Q: I took one GaAs cell and raised only the wave cutoff, the highest kinetic energy of the plane waves that describe the electrons. The pressure is positive when the cell is squeezed and would like to expand, negative when it would like to shrink. Where does it change most, and did the crystal change?

VASP 6.6.1 calculations with the PBE functional and PAW potentials Ga_d (3d electrons included) and As, for GaAs in a fixed two-atom cell. All runs use an 8 × 8 × 8 k-point mesh and Gaussian smearing of 0.02 eV, without spin polarisation or spin–orbit coupling. Pressure is positive in compression.

```
wave cutoff  pressure (GPa)
     200 eV         -25.610
     250 eV           0.190
     300 eV           3.390
     350 eV           3.320
     400 eV           3.270
     450 eV           3.390
     520 eV           3.460
     600 eV           3.450
     700 eV           3.460
```

A: The largest step is the first one, 25.8 GPa between 200 and 250 eV. The next adds 3.2 GPa, and from 300 eV upwards every row lies within 0.2 GPa of the row at 700 eV. The crystal did not change. The cell and the atomic positions are the same throughout, and the material keeps a band gap in every run. What changes is how well the electrons are described.

Q: Why does a poor description make the pressure too low, rather than too high?

A: Because the program computes the stress with a fixed set of plane waves, and these waves are tied to the cell. Stretch the cell and each wave becomes longer, so its kinetic energy drops. The same set now reaches less far towards short wavelengths and describes the compact parts of the electron cloud less well. Stretching therefore carries an extra energy cost that has no counterpart in the real crystal. The calculation reads this as an inward pull, which is called Pulay stress.

Q: At 250 eV the pressure is almost zero. Isn't that the best result, since my cell has nearly the measured size?

A: It is a cancellation. Relative to the 700 eV row, the pressure at 250 eV is too low by 3.27 GPa, and this false pull nearly balances a push of 3.46 GPa that remains at a high cutoff. That push comes mainly from the PBE functional, which is known to make GaAs slightly too large and so finds a cell of the measured size compressed. If you let the cell relax at 250 eV, it would hardly move, and the agreement with experiment would look excellent for the wrong reason. Run the same cell at 700 eV, and the push of 3.46 GPa is back.

Q: Can you test the Pulay explanation without using the pressures themselves?

A: Yes, with the total energies of the same runs. The number of plane waves grows as V·Ec^(3/2), where V is the cell volume and Ec the cutoff. If the number is held fixed while the cell grows, the effective cutoff falls as V^(−2/3). The false part of the pressure is then

P(fixed waves) − P(fixed cutoff) = (2/3) · (Ec/V) · dE/dEc

where E is the total energy. As long as a higher cutoff still lowers the energy, the right-hand side is negative.

Between 200 and 250 eV the energy error falls from 454.7 to 18.4 meV per cell, a drop of 0.436 eV over 50 eV of cutoff. With the midpoint of 225 eV and a volume of 2 × 22.59 = 45.18 Å³, this gives

(2/3) · (225/45.18) · (−0.436/50) ≈ −0.029 eV/Å³ ≈ −4.6 GPa

This is a mean over the interval, so it should lie between the pressure errors at the two ends, −29.07 and −3.27 GPa. It does, and so does the same estimate for the next interval, as the printed output shows.

Q: That is a wide window. How far do you trust the estimate?

A: For the sign and the order of magnitude. A mean so close to the weaker end suggests that the estimate is too small. The 50 eV steps are coarse, and the comparison assumes that the pressure at a fixed cutoff is already converged. VASP also corrects the energies of the atoms for part of the missing waves, which probably flattens the energy curve. Between 300 and 400 eV the estimate fails: the energy rises slightly there, so the formula would give a false push, yet the pressures are still too low. That need not speak against the Pulay picture, because an energy corrected in this way can rise while the missing waves still cost something. The estimate supports the picture for the steep part of the table and leaves the cause of the small dip open.

Q: I usually check the band gap. Would it have warned me?

A: Hardly. At 250 eV the gap is off by about 1 meV, or 0.2 percent, while the pressure has lost 94.5 percent of its 700 eV value. The electron levels point to the reason. From 250 to 600 eV the gallium 3d levels at the zone centre rise by more than 60 meV, but the top of the valence band rises by only about 2 meV. In a fixed potential, extra waves could only lower a level. The rise presumably comes from the potential, which readjusts as the 3d cloud is better described. So the shift marks the 3d shell as the sensitive part, but it does not measure the missing energy.

The 3d electrons sit close to the gallium nucleus and need short waves. The band edges are built from the smoother outer s and p orbitals of the atoms, which are already well described. The gap compares two such smooth states and hardly notices what the 3d shell lacks. The stress does notice, because it responds to the energy of all the electrons in the calculation, the 3d shell included.

Q: So what would happen with another element, or with the 3d electrons left out?

A: Ask which electrons are the most compact, because they largely set the cutoff, together with how strongly the potential smooths them. If the gallium 3d shell were frozen into the core, the smooth bonding electrons would remain and a lower cutoff should do. If nitrogen replaced arsenic, its tight 2p electrons would call for a higher one. These are expectations from the mechanism; the table holds only GaAs with the 3d electrons included.

Q: Which digits of the pressure may I quote, and how do I choose a cutoff next time?

A: The rows at 520, 600 and 700 eV agree within 0.02 GPa, so as far as the cutoff is concerned 3.46 GPa is settled to about that amount. The order of these three means nothing. How much the pressure depends on the mesh of k points, the sampling of the electron waves in the crystal, was not tested, so I would quote 3.5 GPa.

For the choice of cutoff, start above the value recommended for each potential; 200 and 250 eV lie below the one for gallium with its 3d electrons. Then look at the rows from 300 to 400 eV. Each step there changes the pressure by only 0.07 GPa or less, which looks converged. Yet the steps add up, and at 400 eV the pressure is 0.19 GPa below the 700 eV value, farther off than at 300 eV. So don't judge a cutoff by the next small step. Compare it with one run at a much higher cutoff, and make the comparison for the pressure itself if you intend to relax the cell.

Numerical output:

```
Difference from the 700 eV row:
     row  pressure in GPa  energy in meV per cell  gap in meV
  200 eV           -29.07                   454.7       -16.2
  250 eV            -3.27                    18.4        -1.1
  300 eV            -0.07                  -0.857        -0.6
  350 eV            -0.14                   0.189        -0.6
  400 eV            -0.19                   1.083        -0.3
  450 eV            -0.07                   0.466           0
  520 eV                0                  -0.133         0.1
  600 eV            -0.01                   0.019           0
  700 eV                0                       0           0
Pressure rise from 200 to 250 eV in GPa: 25.8
Pressure rise from 250 to 300 eV in GPa: 3.2
Pressure error at 250 eV in percent of the 700 eV pressure: -94.51
Gap error at 250 eV in percent of the 700 eV gap: -0.2115
Pressure error at 400 eV in percent of the 700 eV pressure: -5.491
Spread of pressure over the rows from 520 eV up in GPa: 0.01
Energy rise from 300 to 400 eV in meV per cell: 1.94
Estimated mean Pulay stress between 200 and 250 eV in GPa: -4.642
Estimated mean Pulay stress between 250 and 300 eV in GPa: -0.2504
Shift of the threefold Ga 3d level from 250 to 600 eV in meV: 62.2
Shift of the twofold Ga 3d level from 250 to 600 eV in meV: 66.3
Shift of the As 4s-like level from 250 to 600 eV in meV: 0.6
Shift of the valence band edge from 250 to 600 eV in meV: 2.4
```
